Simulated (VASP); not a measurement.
A run of VASP 6.6.1 is set up as follows.

INCAR

```
SYSTEM = Al2O3
PREC = Accurate
ENCUT = 520
EDIFF = 1E-7
ISMEAR = 0
SIGMA = 0.02
LREAL = .FALSE.
LASPH = .TRUE.
NELM = 100
ALGO = Normal
ISIF = 2
LWAVE = .FALSE.
LCHARG = .FALSE.
METAGGA = R2SCAN
LMIXTAU = .TRUE.
LUSE_VDW = .TRUE.
IVDW_NL = 2
BPARAM = 11.95
CPARAM = 0.0093
```

KPOINTS

```
regular mesh
0
G
  8 8 8
  0 0 0
```

POSCAR

```
Al2O3                                   
1.0
    2.3738915604      1.3705669281      4.3188725138
   -2.3738915604      1.3705669281      4.3188725138
    0.0000000000     -2.7411338661      4.3188725138
  Al              O             
     4     6
Direct
     0.3518830290303517    0.3518830290303517    0.3518830290303580
     0.1481169709696483    0.1481169709696483    0.1481169709696420
     0.6481169709696483    0.6481169709696483    0.6481169709696420
     0.8518830290303517    0.8518830290303517    0.8518830290303580
     0.5563166680848404    0.9436833319151596    0.2500000000000000
     0.2499999999999993    0.5563166680848397    0.9436833319151591
     0.9436833319151603    0.2500000000000007    0.5563166680848409
     0.4436833319151596    0.0563166680848404    0.7500000000000000
     0.7500000000000007    0.4436833319151602    0.0563166680848409
     0.0563166680848398    0.7499999999999993    0.4436833319151591
```

The input KPOINTS_OPT:

```
path GLB1,BZGX,QFP1Z,LP
10
line-mode
reciprocal
 0.0000000000  0.0000000000  0.0000000000  G
 0.5000000000  0.0000000000  0.0000000000  L

 0.5000000000  0.0000000000  0.0000000000  L
 0.5000000000  0.2340579659 -0.2340579659  B1

 0.7659420341  0.5000000000  0.2340579659  B
 0.5000000000  0.5000000000  0.5000000000  Z

 0.5000000000  0.5000000000  0.5000000000  Z
 0.0000000000  0.0000000000  0.0000000000  G

 0.0000000000  0.0000000000  0.0000000000  G
 0.3670289829  0.0000000000 -0.3670289829  X

 0.6329710171  0.3670289829  0.0000000000  Q
 0.5000000000  0.5000000000  0.0000000000  F

 0.5000000000  0.5000000000  0.0000000000  F
 0.6329710171  0.6329710171  0.2340579659  P1

 0.6329710171  0.6329710171  0.2340579659  P1
 0.5000000000  0.5000000000  0.5000000000  Z

 0.5000000000  0.0000000000  0.0000000000  L
 0.7659420341  0.3670289829  0.3670289829  P
```

Potentials or basis: VASP PAW PBE potentials, release 64 (Al, O).

Run with:

```console
$ cat potpaw_PBE.64/Al/POTCAR potpaw_PBE.64/O/POTCAR > POTCAR
$ mpirun -np 1 vasp_std > vasp.out
```

Estimate the largest force.

0.004 eV/Å.

Estimate the pressure.

0.4 GPa.

Levels at the corners of the path, in eV from the valence-band top:
```tsv
point	band 21	band 22	band 23	band 24	band 25	band 26	band 27	band 28
Γ	-0.54	-0.05	-0.05	0.00	7.20	10.12	12.03	12.63
L	-0.95	-0.95	-0.30	-0.30	10.45	10.45	10.77	10.77
L	-0.95	-0.95	-0.30	-0.30	10.45	10.45	10.77	10.77
B1	-0.89	-0.89	-0.53	-0.53	10.75	10.75	11.16	11.16
B	-0.89	-0.89	-0.53	-0.53	10.75	10.75	11.16	11.16
Z	-0.41	-0.41	-0.41	-0.41	9.66	9.66	12.19	12.19
Z	-0.41	-0.41	-0.41	-0.41	9.66	9.66	12.19	12.19
Γ	-0.54	-0.05	-0.05	0.00	7.20	10.12	12.03	12.63
Γ	-0.54	-0.05	-0.05	0.00	7.20	10.12	12.03	12.63
X	-0.93	-0.90	-0.59	-0.30	10.55	10.61	10.73	11.18
Q	-0.93	-0.90	-0.59	-0.30	10.55	10.61	10.73	11.18
F	-1.07	-0.94	-0.79	-0.27	10.56	10.85	10.93	11.50
F	-1.07	-0.94	-0.79	-0.27	10.56	10.85	10.93	11.50
P1	-1.08	-0.90	-0.78	-0.49	10.78	10.85	11.22	11.52
P1	-1.08	-0.90	-0.78	-0.49	10.78	10.85	11.22	11.52
Z	-0.41	-0.41	-0.41	-0.41	9.66	9.66	12.19	12.19
L	-0.95	-0.95	-0.30	-0.30	10.45	10.45	10.77	10.77
P	-1.08	-0.90	-0.78	-0.49	10.78	10.85	11.22	11.52
```

Caveat: the PAW data sets were made with another functional, which shifts forces and pressure a little.

**The experiment to reproduce.**

From “Multi-petahertz electron interference in Cr:Al2O3 solid-state material”, 2018, pmc:5906618, for a bulk crystal of Al2O3: band gap 8.7 eV (optical).

Measured gap of Al2O3: 8.7 eV (optical; quoted in “Multi-petahertz electron interference in Cr:Al2O3 solid-state material”, 2018, pmc:5906618). This calculation gives 7.20 eV (-1.50 eV). The value is that of r2SCAN+rVV10, without temperature or zero-point motion. The cell is a database's relaxed one, not the measured one, which moves gaps too.
